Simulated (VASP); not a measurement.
Input:

```yaml
crystal:
  lattice:
    - [2.83858, 0.00000, 0.00000]
    - [0.00000, 2.83858, 0.00000]
    - [0.00000, 0.00000, 3.85741]
  atoms:
    - { symbol: Nb, position: [0.50000, 0.50000, 0.50000] }
    - { symbol: Ir, position: [0.00000, 0.00000, 0.00000] }
```

Level of theory: PBEsol GGA, VASP's PBE PAW potentials (set 64) (plane waves; VASP). Settings: 400 eV cut-off, 14×14×11 Γ-centred mesh, tetrahedra with Blöchl corrections, potentials Nb_sv Ir.

Unless said otherwise, spin-orbit coupling is left out, though it shifts the bands of the heavy elements here.

### Question
Predict the energy per atom (σ→0), band gap (on the k-mesh) with the smallest direct gap where there is one.

### Answer

```
Quantity                                                    Result
------------------------  ----------------------------------------
band gap (on the k-mesh)  none (metal, semimetal or under 0.01 eV)
energy per atom (σ→0)                      -1054.7 kJ/mol of atoms
```

The absolute energy has meaning only against runs of the same code, potentials and settings.

The structure comes from a computed database's NbIr entry (P4/mmm); how it stands against other phases isn't given here. It was relaxed first.
